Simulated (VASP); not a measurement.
Data:

```xyz
2
Lattice="1.5069 -2.6100 0.0000 1.5069 2.6100 0.0000 0.0000 0.0000 5.5886" Properties=species:S:1:pos:R:3 pbc="T T T"
Cd     1.5069     0.8700     1.3971
Cd     1.5069    -0.8700     4.1914
```

These are rev-vdW-DF2, VASP's PBE PAW potentials (set 64) (plane waves; VASP) values and carry that method's errors. Numerical set-up: 520 eV cut-off, Gaussian smearing of 0.050 eV, potentials Cd.

Q: Give the energies of bands 11 to 15 at the high-symmetry points, in eV from the Fermi level.

A: 
| band | Γ | M | K | A | L | H |
|---|---|---|---|---|---|---|
| 11 | -8.46 | -2.31 | -0.13 | -7.26 | -1.48 | 0.99 |
| 12 | -2.91 | -1.94 | -0.13 | -7.26 | -1.48 | 0.99 |
| 13 | -2.86 | 2.01 | 0.38 | 3.93 | -0.06 | 1.31 |
| 14 | 10.87 | 3.02 | 4.36 | 3.93 | -0.06 | 1.31 |
| 15 | 14.31 | 3.06 | 4.78 | 14.69 | 8.15 | 1.83 |

It has no gap at this level: it comes out as a metal or semimetal.

The compound is Cd in the hcp structure. It was relaxed first.
